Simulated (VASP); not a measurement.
Input:

```yaml
crystal:
  lattice:
    - [0.00000, 2.69502, 2.69502]
    - [2.69502, 0.00000, 2.69502]
    - [2.69502, 2.69502, 0.00000]
  atoms:
    - { symbol: Ga, position: [0.00000, 0.00000, 0.00000] }
    - { symbol: P, position: [0.25000, 0.25000, 0.25000] }
```

Calculation: LDA (Ceperley-Alder, Perdew-Zunger), VASP's LDA PAW potentials (set 64) (plane waves; VASP). Settings: 400 eV cut-off, 15×15×15 Γ-centred mesh, Gaussian smearing of 0.010 eV, potentials Ga_d P.

Problem. Predict the energy per atom (σ→0).

Solution. 
```json
{
  "energy per atom (σ→0)": "-504.3 kJ/mol-atom"
}
```

The absolute energy has meaning only against runs of the same code, potentials and settings.

The compound is GaP in the zinc blende structure. It was relaxed first.
